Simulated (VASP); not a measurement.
An input for Ansatz (written as the equivalent of a VASP run, and not itself run):

Ansatz 0.2 input:
```yaml
crystal:
  lattice:
    - [0.0000000, 2.6214000, 2.6214000]
    - [2.6214000, 0.0000000, 2.6214000]
    - [2.6214000, 2.6214000, 0.0000000]
  atoms:
    - { symbol: Li, position: [0.0000000, 0.0000000, 0.0000000] }
    - { symbol: Cl, position: [0.5000000, 0.5000000, 0.5000000] }
kpoints:
  mp_grid: { grid: [2, 2, 2] }
hamiltonian:
  xc: hse06
  pseudopotentials: { kind: paw }
scf:
  occupations: { method: gaussian, width: 0.05 }
  max_iter: 100
output: { forces: true, stress: true, eigenvalues: true }
```

### Question
Translate this input to VASP (INCAR, KPOINTS, POSCAR, choice of POTCAR).

### Answer
Several could match; the one computed here: 
File POSCAR:
```
LiCl
1
    0.0000000000     2.6214000000     2.6214000000
    2.6214000000     0.0000000000     2.6214000000
    2.6214000000     2.6214000000     0.0000000000
Li Cl
1 1
Direct
  0.0000000000   0.0000000000   0.0000000000
  0.5000000000   0.5000000000   0.5000000000
```

KPOINTS:
```
Automatic mesh
0
gamma
2 2 2
0 0 0
```

INCAR:
```
SYSTEM=LiCl
PREC=Accurate; ENCUT=520; LREAL=F
LASPH=T; ISYM=3
EDIFF=1E-6; NELM=100; ALGO=Normal
ISMEAR=0; SIGMA=0.05
GGA=PE; LHFCALC=T; AEXX=0.25
HFSCREEN=0.2; PRECFOCK=Fast
ISIF=2
LWAVE=F; LCHARG=F
```

POTCAR, in this order: Li_sv Cl (PBE.64 set). Program: vasp_std.

What does not carry over: each code has its own PAW files, so the cut-off isn't converted (ENCUT is set for VASP's; basis.ecutwfc is left out, and Ansatz then takes the one that its files recommend); Ansatz stops its SCF on the density residual and VASP on the energy change (EDIFF); Ansatz's hse06 screens at 0.11 per bohr (0.208 per Å), slightly more than HFSCREEN = 0.2.

The compound is LiCl in the rock salt structure. The cell was not relaxed at this level. The k-mesh is coarse (spacing up to 1.04 per Å, 2π included), so the numbers may not be converged in it.
